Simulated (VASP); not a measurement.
Consider the following.

```xyz
6
Lattice="1.6076 -2.7844 0.0000 1.6076 2.7844 0.0000 0.0000 0.0000 12.5965" Properties=species:S:1:pos:R:3 pbc="T T T"
W      1.6076     0.9281     3.1491
W      1.6076    -0.9281     9.4474
S      1.6076     0.9281    11.0560
S      1.6076    -0.9281     4.7577
S      1.6076    -0.9281     1.5405
S      1.6076     0.9281     7.8388
```

Level of theory: vdW-DF-cx, VASP's PBE PAW potentials (set 64) (plane waves; VASP). Run with 520 eV cut-off, 8×8×2 Γ-centred mesh, Gaussian smearing of 0.050 eV, potentials W_sv S.

Problem. The ions and cell shape at fixed volume are relaxed. Predict the relaxed structure.

Solution. 
```xyz
6
Lattice="1.5838 -2.7432 0.0000 1.5838 2.7432 0.0000 0.0000 0.0000 12.9783" Properties=species:S:1:pos:R:3 pbc="T T T"
W      1.5838     0.9144     3.2446
W      1.5838    -0.9144     9.7337
S      1.5838     0.9144    11.3091
S      1.5838    -0.9144     4.8199
S      1.5838    -0.9144     1.6692
S      1.5838     0.9144     8.1584
```
Space group P6_3/mmc (194), at a tolerance of 0.03 Å.

Problem. How much energy does the relaxation gain?

Solution. The energy (σ→0) changes by -24.1 meV/atom, in 8 ionic steps.

```json
[
 {"step": "1", "E(σ→0) (eV)": "-36.5601", "max force (eV/Å)": "0.939", "pressure (GPa)": "-8.62", "volume (Å³)": "112.77"},
 {"step": "2", "E(σ→0) (eV)": "-36.6460", "max force (eV/Å)": "0.043", "pressure (GPa)": "-4.48", "volume (Å³)": "112.77"},
 {"step": "3", "E(σ→0) (eV)": "-36.6460", "max force (eV/Å)": "0.063", "pressure (GPa)": "-4.56", "volume (Å³)": "112.77"},
 {"step": "4", "E(σ→0) (eV)": "-36.6895", "max force (eV/Å)": "0.011", "pressure (GPa)": "-3.00", "volume (Å³)": "112.77"},
 {"step": "5", "E(σ→0) (eV)": "-36.7043", "max force (eV/Å)": "0.045", "pressure (GPa)": "-1.19", "volume (Å³)": "112.77"},
 {"step": "6", "E(σ→0) (eV)": "-36.7044", "max force (eV/Å)": "0.042", "pressure (GPa)": "-1.30", "volume (Å³)": "112.77"},
 {"step": "7", "E(σ→0) (eV)": "-36.7045", "max force (eV/Å)": "0.032", "pressure (GPa)": "-1.63", "volume (Å³)": "112.77"},
 {"step": "8", "E(σ→0) (eV)": "-36.7046", "max force (eV/Å)": "0.001", "pressure (GPa)": "-1.48", "volume (Å³)": "112.77"}
]
```

The compound is WS2 in the 2H layered structure. This cell is one point of a volume scan, at 1.06 of the reference volume. Symmetry was kept, so distortions that lower it aren't found.
